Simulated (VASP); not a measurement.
# TaMo2C3: relaxation of cell and atoms with PBE

The system is TaMo2C3.

```xyz
12
Lattice="3.0343 0.0376 0.0084 -1.4846 2.5975 0.0073 0.0441 0.0698 15.7935" Properties=species:S:1:pos:R:3 pbc="T T T"
Ta    1.5322    2.5915    0.0207
Ta    1.5420    2.6459    7.8904
Mo    0.0124    1.8374   10.4544
Mo    0.0906    1.7671   13.2486
Mo    1.4868    0.8972    2.6326
Mo    1.5720    0.9343    5.3496
C     1.5617    1.0818   14.5128
C     0.0390    1.7934    1.2845
C     1.5179    0.9548   11.8908
C     1.6198    0.9180    9.2404
C     0.0501    1.7684    6.5575
C    -0.0086    1.7236    3.8970
```

The cell was built by a generator and needn't be a form met in nature.

```yaml
Program: VASP 6.6.1
Task: relaxation of cell and atoms
Functional: PBE
Potentials_or_basis: VASP PAW PBE potentials, release 64 (Ta_pv, Mo_sv, C)
Cutoff: 520 eV
k_mesh: 8 × 8 × 2
Occupations: gaussian, width 0.15 eV
Spin: no spin polarisation
Further_INCAR_settings: PREC = Normal; LREAL = Auto; ALGO = Fast; EDIFF = 1e-05; ISYM = 0; IBRION = 2; EDIFFG = -0.03; NSW = 110; ISIF = 3
```

```json
{"Relaxed volume": "10.67 Å³/atom", "Relaxed cell": "a = 3.043 Å, b = 3.043 Å, c = 15.975 Å, α = 89.99°, β = 90.01°, γ = 120.00°", "Space group after relaxing (to 0.05 Å)": "P6_3/mmc (No. 194)", "Energy gained by relaxing": "58.0 meV/atom", "Ionic steps": "14", "Pressure after relaxing": "0.0 GPa", "Largest force after relaxing": "0.029 eV/Å", "Band gap on the k mesh": "none (metal or under the smearing width)"}
```

Forces in eV/Å, atoms in the order of the input:
```
Ta   0.012 -0.007  0.004
Ta  -0.013  0.004  0.006
Mo  -0.005  0.000  0.023
Mo   0.001 -0.024 -0.017
Mo  -0.010 -0.016  0.000
Mo   0.009  0.019 -0.014
C    0.012 -0.008  0.018
C   -0.006 -0.003  0.003
C   -0.003 -0.007 -0.007
C   -0.012  0.005 -0.006
C    0.000  0.019 -0.010
C    0.016  0.016  0.001
```

Stress tensor (GPa, compression positive):
```
-0.01  0.03  0.05
 0.03 -0.05 -0.06
 0.05 -0.06 -0.06
```

The path:
```
step  energy change (eV)  largest force (eV/Å)  pressure (GPa)  volume (Å³)
   1              0.0000                2.6510           10.12       125.36
   2              0.0573                0.8894          -20.54       137.66
   3             -0.5220                0.8216           -6.71       131.00
   4             -0.6122                0.6041            5.28       126.19
   5             -0.6713                0.3662            0.33       127.99
   6             -0.6886                0.1598            0.04       128.07
   7             -0.6889                0.2106            0.02       128.08
   8             -0.6931                0.0873           -0.08       128.12
   9             -0.6933                0.1015           -0.12       128.12
  10             -0.6947                0.0492            0.15       128.00
  11             -0.6949                0.0532            0.36       127.93
  12             -0.6955                0.0393           -0.28       128.19
  13             -0.6955                0.0390           -0.21       128.15
  14             -0.6959                0.0292           -0.04       128.10
```

Final structure:
```
Ta Mo C
1.0
     3.04260   -0.00015   -0.00033
    -1.52150    2.63542    0.00021
    -0.00242    0.00020   15.97545
Ta Mo C
2 4 6
Direct
  0.99925 0.00623 0.99997
  0.99969 0.99913 0.50006
  0.33344 0.66914 0.66272
  0.33365 0.67255 0.83730
  0.66562 0.33666 0.16276
  0.66404 0.33264 0.33734
  0.66641 0.33952 0.91671
  0.33284 0.67159 0.08322
  0.66706 0.33783 0.75004
  0.66663 0.33396 0.58329
  0.33175 0.66565 0.41684
  0.33065 0.66722 0.25004
```

Levels at points of the mesh, in eV from the Fermi level:
```tsv
k point	band 47	band 48	band 49	band 50	band 51	band 52	band 53	band 54
(0.00, 0.00, 0.00)	-1.67	-1.67	-0.77	-0.77	-0.43	-0.42	-0.16	-0.06
(0.50, 0.00, 0.00)	-2.05	-1.77	-1.47	-0.48	0.15	1.14	1.28	1.38
(0.00, 0.50, 0.00)	-2.04	-1.77	-1.48	-0.49	0.13	1.12	1.28	1.38
(0.50, 0.50, 0.00)	-2.05	-1.77	-1.47	-0.49	0.14	1.13	1.28	1.38
(0.00, 0.00, 0.50)	-1.30	-1.29	-1.29	-1.29	-0.13	-0.13	-0.13	-0.13
(0.50, 0.00, 0.50)	-2.22	-2.22	-1.04	-1.04	0.74	0.74	1.36	1.36
(0.00, 0.50, 0.50)	-2.22	-2.22	-1.05	-1.05	0.72	0.72	1.36	1.36
(0.50, 0.50, 0.50)	-2.22	-2.22	-1.04	-1.04	0.73	0.73	1.36	1.36
```

Wall time 8.2 min on 4 MPI ranks on AMD EPYC 9R45 (Zen 5), with other jobs on the host, peak memory 0.38 GiB a rank.

The run has no spin-orbit coupling, so splittings on Ta are missing.
